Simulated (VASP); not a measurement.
# The defect Mg_Al in a supercell of MgAl2C2 (P-3m1), part 2 of 8

How easily does the defect Mg_Al form in MgAl2C2 (P-3m1)? The host is relaxed first, then a supercell is run with and without the defect. The start is a computed cell from the Materials Project.

VASP 6.6.1, plane waves and PAW; the level of theory is named at each step.

So far. Step 2 (Relaxing the host crystal): The run ended after 5 ionic steps, 0.008 eV below its first step, once forces and stress met EDIFFG = -0.02. The relaxed cell has a = 3.377, c = 5.768 Å (conventional setting).

## 3. Screening in the host

Level of this step: PBEsol; plane waves and PAW (Mg, Al, C) (VASP).

Charged cells interact with their images through the host's screening, so the correction needs its dielectric constant.

INCAR reads:

```
SYSTEM = MgAl2C2
PREC = Accurate
ENCUT = 400
EDIFF = 1E-08
NELM = 120
ISMEAR = 0
SIGMA = 0.05
LREAL = .FALSE.
ALGO = Normal
GGA = PS
NBANDS = 14
LWAVE = .FALSE.
LCHARG = .FALSE.
LEPSILON = .TRUE.
IBRION = 8
NSW = 1
```

POSCAR reads:

```
MgAl2C2
1.0
    3.3768248482      0.0000000000      0.0000000000
   -1.6884124241      2.9244160588      0.0000000000
    0.0000000000      0.0000000000      5.7678989188
Mg Al C
1 2 2
Direct
    0.0000000000      0.0000000000      0.0000000000
    0.6666666700      0.3333333300      0.3502722784
    0.3333333300      0.6666666700      0.6497277216
    0.3333333300      0.6666666700      0.2697913159
    0.6666666700      0.3333333300      0.7302086841
```

KPOINTS reads:

```
Automatic mesh
0
Gamma
5 5 3
0 0 0
```

PAW data sets: Mg, Al and C (PBE family, release 64).

Started as:

```sh
$ export OMP_NUM_THREADS=5
$ mpirun -np 1 vasp_std
```

Log:

```text
[banner, memory and clock lines left out]
running    1 mpi-ranks, on    1 nodes
 distrk:  each k-point on    1 cores,    1 groups
 distr:  one band on    1 cores,    1 groups
 Offloading initialized ...    1 GPUs detected
 POSCAR found type information on POSCAR MgAlC
 POSCAR found :  3 types and       5 ions
 [... a notice as in an earlier step ...]

 LDA part: xc-table for (Slater+PW92), standard interpolation
 POSCAR, INCAR and KPOINTS ok, starting setup
 FFT: planning ... GRIDC
 FFT: planning ... GRID_SOFT
 FFT: planning ... GRID
 WAVECAR not read
 entering main loop
       N       E                     dE             d eps       ncg     rms          rms(c)
DAV:   1     0.185764195390E+02    0.18576E+02   -0.58420E+03   344   0.783E+02
DAV:   2    -0.306840580939E+02   -0.49260E+02   -0.44362E+02   494   0.140E+02
DAV:   3    -0.336605992387E+02   -0.29765E+01   -0.29585E+01   432   0.331E+01
DAV:   4    -0.336942048581E+02   -0.33606E-01   -0.33599E-01   396   0.411E+00
DAV:   5    -0.336946836998E+02   -0.47884E-03   -0.47882E-03   432   0.517E-01    0.978E+00
DAV:   6    -0.297140010149E+02    0.39807E+01   -0.10359E+01   438   0.184E+01    0.318E+00
DAV:   7    -0.296376249024E+02    0.76376E-01   -0.87288E-01   456   0.560E+00    0.211E+00
DAV:   8    -0.295986080545E+02    0.39017E-01   -0.99482E-02   378   0.222E+00    0.454E-01
DAV:   9    -0.295931080921E+02    0.55000E-02   -0.21945E-02   414   0.882E-01    0.141E-01
DAV:  10    -0.295931398437E+02   -0.31752E-04   -0.12368E-03   396   0.218E-01    0.688E-02
DAV:  11    -0.295931419402E+02   -0.20965E-05   -0.62778E-05   450   0.595E-02    0.336E-02
DAV:  12    -0.295931319837E+02    0.99565E-05   -0.64902E-05   432   0.456E-02    0.704E-03
DAV:  13    -0.295931313895E+02    0.59425E-06   -0.34956E-06   402   0.119E-02    0.351E-03
DAV:  14    -0.295931314247E+02   -0.35232E-07   -0.99834E-08   426   0.236E-03    0.276E-03
DAV:  15    -0.295931314039E+02    0.20810E-07   -0.80661E-08   432   0.168E-03    0.956E-04
DAV:  16    -0.295931313918E+02    0.12142E-07   -0.78779E-09   228   0.641E-04    0.164E-04
DAV:  17    -0.295931313903E+02    0.14685E-08   -0.18863E-09   210   0.300E-04
   1 F= -.29593131E+02 E0= -.29593131E+02  d E =-.584926E-13
 Linear response reoptimize wavefunctions to high precision
DAV:   1    -0.295931313904E+02   -0.79453E-10   -0.24516E-10   228   0.113E-04
 Linear response G [H, r] |phi>, progress :
  Direction:   1
       N       E                     dE             d eps       ncg     rms
RMM:   1    -0.747049027418E+02   -0.74705E+02    0.47104E+01   826   0.597E+01
RMM:   2    -0.597492386897E+02    0.14956E+02   -0.57726E+00   572   0.155E+01
RMM:   3    -0.597730186211E+02   -0.23780E-01   -0.95667E-02   616   0.184E+00
RMM:   4    -0.597721600481E+02    0.85857E-03   -0.32758E-03   643   0.313E-01
RMM:   5    -0.597721311276E+02    0.28920E-04   -0.16135E-04   647   0.637E-02
RMM:   6    -0.597721296052E+02    0.15224E-05   -0.91998E-06   656   0.140E-02
RMM:   7    -0.597721295875E+02    0.17671E-07    0.31462E-06   647   0.344E-03
RMM:   8    -0.597721295735E+02    0.14022E-07   -0.48828E-06   622   0.897E-04
RMM:   9    -0.597721296346E+02   -0.61076E-07   -0.12658E-05   563   0.294E-04
RMM:  10    -0.597721296210E+02    0.13534E-07    0.16378E-07   458   0.132E-04
RMM:  11    -0.597721296235E+02   -0.24665E-08   -0.21090E-06   433   0.961E-05
RMM:  12    -0.597721296344E+02   -0.10924E-07   -0.18560E-06   394   0.869E-05
RMM:  13    -0.597721296335E+02    0.93440E-09   -0.24803E-06   368   0.862E-05
RMM:  14    -0.597721296338E+02   -0.26273E-09   -0.20174E-06   357   0.860E-05
RMM:  15    -0.597721296336E+02    0.20140E-09   -0.21263E-06   334   0.861E-05
 Linear response G [H, r] |phi>, progress :
  Direction:   2
       N       E                     dE             d eps       ncg     rms
RMM:   1    -0.745043852249E+02   -0.74504E+02   -0.15447E+01   815   0.578E+01
RMM:   2    -0.605747286811E+02    0.13930E+02   -0.49262E+00   569   0.149E+01
RMM:   3    -0.606177068939E+02   -0.42978E-01   -0.71397E-02   616   0.176E+00
RMM:   4    -0.606183753612E+02   -0.66847E-03   -0.19451E-03   646   0.298E-01
RMM:   5    -0.606184289782E+02   -0.53617E-04   -0.89932E-05   649   0.596E-02
RMM:   6    -0.606184327401E+02   -0.37619E-05    0.85338E-06   661   0.129E-02
RMM:   7    -0.606184331189E+02   -0.37878E-06    0.73257E-05   655   0.310E-03
RMM:   8    -0.606184330686E+02    0.50264E-07    0.99702E-06   633   0.797E-04
RMM:   9    -0.606184329417E+02    0.12692E-06    0.13488E-05   581   0.245E-04
RMM:  10    -0.606184329322E+02    0.94820E-08    0.10646E-06   482   0.120E-04
RMM:  11    -0.606184329208E+02    0.11477E-07    0.39471E-06   440   0.967E-05
RMM:  12    -0.606184329164E+02    0.43028E-08    0.39209E-06   416   0.952E-05
RMM:  13    -0.606184329163E+02    0.17926E-09    0.31670E-06   376   0.952E-05
RMM:  14    -0.606184329164E+02   -0.16352E-09    0.33499E-06   348   0.953E-05
 Linear response G [H, r] |phi>, progress :
  Direction:   3
       N       E                     dE             d eps       ncg     rms
RMM:   1    -0.760603993615E+02   -0.76060E+02    0.63496E+01   835   0.627E+01
RMM:   2    -0.592463434292E+02    0.16814E+02   -0.68074E+00   573   0.165E+01
RMM:   3    -0.592891069034E+02   -0.42763E-01   -0.17403E-01   628   0.204E+00
RMM:   4    -0.592855693646E+02    0.35375E-02   -0.66058E-03   662   0.360E-01
RMM:   5    -0.592854142085E+02    0.15516E-03   -0.31020E-04   654   0.741E-02
RMM:   6    -0.592854106380E+02    0.35705E-05   -0.29732E-05   668   0.170E-02
RMM:   7    -0.592854093623E+02    0.12757E-05    0.34406E-06   663   0.412E-03
RMM:   8    -0.592854093253E+02    0.36946E-07    0.38590E-05   636   0.110E-03
RMM:   9    -0.592854093901E+02   -0.64813E-07    0.33024E-05   585   0.341E-04
RMM:  10    -0.592854093612E+02    0.28988E-07    0.17857E-06   499   0.150E-04
RMM:  11    -0.592854093176E+02    0.43521E-07    0.25139E-06   437   0.105E-04
RMM:  12    -0.592854093324E+02   -0.14793E-07   -0.43788E-07   388   0.947E-05
RMM:  13    -0.592854093309E+02    0.15696E-08    0.52796E-07   361   0.932E-05
RMM:  14    -0.592854093342E+02   -0.33484E-08   -0.32644E-07   342   0.934E-05
RMM:  15    -0.592854093333E+02    0.95605E-09   -0.44883E-08   329   0.931E-05
 Linear response to external field (no local field effect), progress :
  Direction:   1
       N       E                     dE             d eps       ncg     rms          rms(c)
RMM:   1    -0.116726920616E+01   -0.11673E+01   -0.51259E+00   685   0.406E+00
RMM:   2    -0.119964684767E+01   -0.32378E-01   -0.10726E-02   579   0.555E-01
RMM:   3    -0.119985840484E+01   -0.21156E-03   -0.24098E-04   601   0.664E-02
[...]
change of polarisation eV/A/(eV/A) component  3 :    -0.288    -0.476     2.716
 dielectric tensor                  component  3 :    -0.914    -1.512     9.629
 Linear response DOF=            6
 Linear response progress:
  Degree of freedom:   1/  6
       N       E                     dE             d eps       ncg     rms          rms(c)
RMM:   1    -0.187499964872E-02   -0.18750E-02   -0.23251E-03  1126   0.355E-01
RMM:   2    -0.169578723343E-02    0.17921E-03   -0.16746E-04  1062   0.838E-02    0.271E-02
RMM:   3    -0.168569359601E-02    0.10094E-04   -0.10527E-05  1157   0.187E-02    0.156E-02
RMM:   4    -0.168947237734E-02   -0.37788E-05   -0.10395E-05  1116   0.177E-02    0.265E-03
RMM:   5    -0.168850623539E-02    0.96614E-06   -0.29728E-07  1202   0.346E-03    0.446E-04
RMM:   6    -0.168811816048E-02    0.38807E-06   -0.18578E-08  1241   0.493E-04    0.145E-04
RMM:   7    -0.168788160748E-02    0.23655E-06   -0.13247E-08  1243   0.198E-04    0.253E-05
RMM:   8    -0.168792427602E-02   -0.42669E-07   -0.49882E-09  1254   0.432E-05    0.728E-06
RMM:   9    -0.168792139540E-02    0.28806E-08   -0.72326E-10  1259   0.165E-05    0.162E-06
 first order change of Fermi-energy  -0.72884E-05
 force on displaced ion       1 direction 1 :  -3.285   0.000   0.000
 Born effective charge ion    1 direction 1 :   2.003   0.000   0.000
 Linear response progress:
  Degree of freedom:   2/  6
       N       E                     dE             d eps       ncg     rms          rms(c)
RMM:   1    -0.434772512495E-02   -0.43477E-02    0.26407E-02   900   0.658E-01
RMM:   2    -0.368428620330E-02    0.66344E-03   -0.70828E-04   551   0.180E-01    0.359E-02
RMM:   3    -0.362020303037E-02    0.64083E-04   -0.69433E-05   600   0.379E-02    0.229E-02
RMM:   4    -0.358920079723E-02    0.31002E-04   -0.42546E-05   582   0.322E-02    0.722E-03
RMM:   5    -0.358907580141E-02    0.12500E-06   -0.32842E-06   618   0.918E-03    0.321E-03
RMM:   6    -0.359003460194E-02   -0.95880E-06   -0.36135E-07   600   0.333E-03    0.493E-04
RMM:   7    -0.359047127046E-02   -0.43667E-06   -0.20898E-08   619   0.832E-04    0.263E-04
RMM:   8    -0.359072258841E-02   -0.25132E-06   -0.33317E-09   594   0.286E-04    0.474E-05
RMM:   9    -0.359073880519E-02   -0.16217E-07    0.31522E-09   652   0.908E-05    0.264E-05
RMM:  10    -0.359075066160E-02   -0.11856E-07   -0.15000E-08   624   0.241E-05    0.117E-05
RMM:  11    -0.359074993018E-02    0.73142E-09   -0.11878E-09   636   0.184E-05    0.213E-06
 first order change of Fermi-energy   0.90050E-05
 force on displaced ion       1 direction 3 :   0.000   0.000  -9.459
 Born effective charge ion    1 direction 3 :  -0.000   0.000   2.780
 Linear response progress:
  Degree of freedom:   3/  6
       N       E                     dE             d eps       ncg     rms          rms(c)
RMM:   1    -0.776257557862E-02   -0.77626E-02    0.26298E-03  2582   0.678E-01
RMM:   2    -0.678211790618E-02    0.98046E-03   -0.65390E-04  1764   0.171E-01    0.814E-02
RMM:   3    -0.670354717772E-02    0.78571E-04   -0.11990E-04  1859   0.601E-02    0.429E-02
RMM:   4    -0.675709056766E-02   -0.53543E-04   -0.86465E-05  1759   0.497E-02    0.774E-03
RMM:   5    -0.675938878109E-02   -0.22982E-05   -0.20959E-06  1949   0.928E-03    0.101E-03
RMM:   6    -0.676020622683E-02   -0.81745E-06   -0.41434E-07  2022   0.128E-03    0.390E-04
RMM:   7    -0.675887769890E-02    0.13285E-05   -0.12157E-07  2024   0.607E-04    0.672E-05
RMM:   8    -0.675911688587E-02   -0.23919E-06   -0.56168E-08  2018   0.196E-04    0.366E-05
RMM:   9    -0.675904688833E-02    0.69998E-07   -0.19543E-08  2029   0.711E-05    0.458E-06
RMM:  10    -0.675904888242E-02   -0.19941E-08   -0.21243E-08  2101   0.176E-05    0.312E-06
 first order change of Fermi-energy  -0.35086E-04
 force on displaced ion       2 direction 1 : -16.443  -0.001  -0.000
 Born effective charge ion    2 direction 1 :   2.186   0.000   0.000
 Linear response progress:
  Degree of freedom:   4/  6
       N       E                     dE             d eps       ncg     rms          rms(c)
RMM:   1    -0.130862788364E-01   -0.13086E-01    0.43912E-02   905   0.930E-01
RMM:   2    -0.114976850104E-01    0.15886E-02   -0.16058E-03   559   0.267E-01    0.710E-02
RMM:   3    -0.113314948838E-01    0.16619E-03   -0.34769E-04   574   0.874E-02    0.344E-02
RMM:   4    -0.113217925350E-01    0.97023E-05   -0.61160E-05   611   0.365E-02    0.150E-02
RMM:   5    -0.113221822056E-01   -0.38967E-06   -0.86868E-06   614   0.145E-02    0.348E-03
RMM:   6    -0.113242400587E-01   -0.20579E-05   -0.52095E-07   627   0.399E-03    0.102E-03
RMM:   7    -0.113235296797E-01    0.71038E-06   -0.45769E-08   609   0.131E-03    0.296E-04
RMM:   8    -0.113239628408E-01   -0.43316E-06   -0.47860E-09   642   0.449E-04    0.822E-05
RMM:   9    -0.113239600853E-01    0.27555E-08    0.82218E-09   641   0.113E-04    0.272E-05
 first order change of Fermi-energy  -0.17816E+00
 force on displaced ion       2 direction 3 :  -0.000  -0.000 -13.915
 Born effective charge ion    2 direction 3 :   0.000   0.000   1.974
 Linear response progress:
  Degree of freedom:   5/  6
       N       E                     dE             d eps       ncg     rms          rms(c)
RMM:   1    -0.122104467532E+00   -0.12210E+00    0.10438E-01  2125   0.201E+00
RMM:   2    -0.122450226240E+00   -0.34576E-03   -0.29400E-03  1708   0.346E-01    0.153E-01
RMM:   3    -0.122586387048E+00   -0.13616E-03   -0.95648E-04  1673   0.172E-01    0.720E-02
RMM:   4    -0.123482379212E+00   -0.89599E-03   -0.72484E-04  1731   0.139E-01    0.171E-02
RMM:   5    -0.123441736622E+00    0.40643E-04   -0.11592E-05  1959   0.233E-02    0.229E-03
RMM:   6    -0.123466838008E+00   -0.25101E-04   -0.52618E-07  2014   0.449E-03    0.951E-04
RMM:   7    -0.123460210017E+00    0.66280E-05    0.62229E-07  2046   0.115E-03    0.141E-04
RMM:   8    -0.123460939391E+00   -0.72937E-06   -0.10469E-07  2052   0.297E-04    0.435E-05
RMM:   9    -0.123460492702E+00    0.44669E-06    0.27169E-08  2061   0.104E-04    0.117E-05
RMM:  10    -0.123460684576E+00   -0.19187E-06   -0.10843E-08  2048   0.383E-05    0.610E-06
RMM:  11    -0.123460583654E+00    0.10092E-06    0.75820E-09  2003   0.173E-05    0.132E-06
RMM:  12    -0.123460596582E+00   -0.12929E-07   -0.64850E-10  2042   0.572E-06    0.665E-07
RMM:  13    -0.123460589439E+00    0.71434E-08    0.31193E-10  1728   0.275E-06    0.136E-07
 first order change of Fermi-energy  -0.83244E-04
 force on displaced ion       4 direction 1 : -13.558   0.000  -0.000
 Born effective charge ion    4 direction 1 :  -3.450  -0.000  -0.000
 Linear response progress:
  Degree of freedom:   6/  6
       N       E                     dE             d eps       ncg     rms          rms(c)
RMM:   1    -0.129663028287E+00   -0.12966E+00    0.85625E-02   651   0.198E+00
RMM:   2    -0.127896949450E+00    0.17661E-02   -0.23430E-03   549   0.312E-01    0.146E-01
RMM:   3    -0.127601771536E+00    0.29518E-03   -0.17632E-03   558   0.193E-01    0.614E-02
RMM:   4    -0.128073208019E+00   -0.47144E-03   -0.43638E-04   609   0.101E-01    0.196E-02
RMM:   5    -0.128176123395E+00   -0.10292E-03   -0.26592E-05   608   0.266E-02    0.557E-03
RMM:   6    -0.128184719315E+00   -0.85959E-05   -0.17167E-06   641   0.660E-03    0.167E-03
RMM:   7    -0.128171449500E+00    0.13270E-04   -0.25159E-07   613   0.237E-03    0.477E-04
RMM:   8    -0.128168854716E+00    0.25948E-05   -0.55440E-09   640   0.530E-04    0.187E-04
RMM:   9    -0.128169103889E+00   -0.24917E-06    0.70732E-09   644   0.208E-04    0.445E-05
RMM:  10    -0.128168968827E+00    0.13506E-06    0.81876E-08   641   0.689E-05    0.118E-05
RMM:  11    -0.128169034704E+00   -0.65876E-07    0.28716E-08   665   0.196E-05    0.366E-06
RMM:  12    -0.128169028633E+00    0.60708E-08    0.10515E-08   635   0.631E-06    0.131E-06
 first order change of Fermi-energy   0.35629E+00
 force on displaced ion       4 direction 3 :  -0.000  -0.000  -8.917
 Born effective charge ion    4 direction 3 :   0.000   0.000  -3.492
 Born effective charges drift removed
 Linear response finished
```

The job ended after 3.7 min (1 × NVIDIA H100 80GB HBM3, 81559 MiB with 1 MPI rank of AMD EPYC 7R13 (Zen 3), card shared with another run, shared host; peak memory 1.7 GiB).

(Part 2 of 8 ends here.)

[Lines on the potential files, build, host, timing and source positions are cut from VASP's logs without a mark.]

[Logs are printed without paths, hosts, clocks, repeated set-up lines and the standing remarks that a program may print on its own settings, such as how far it seeks lower states.]

[Hosts, paths, dates, database ids (printed as entryN), source tags and the programs' standing remarks are cut or masked in the printed files.]

[In band tables of VASP the shares of atoms and orbitals are scaled to a sum of 1 inside the atoms' spheres.]

[Runs that stopped without an error message from VASP are left out.]
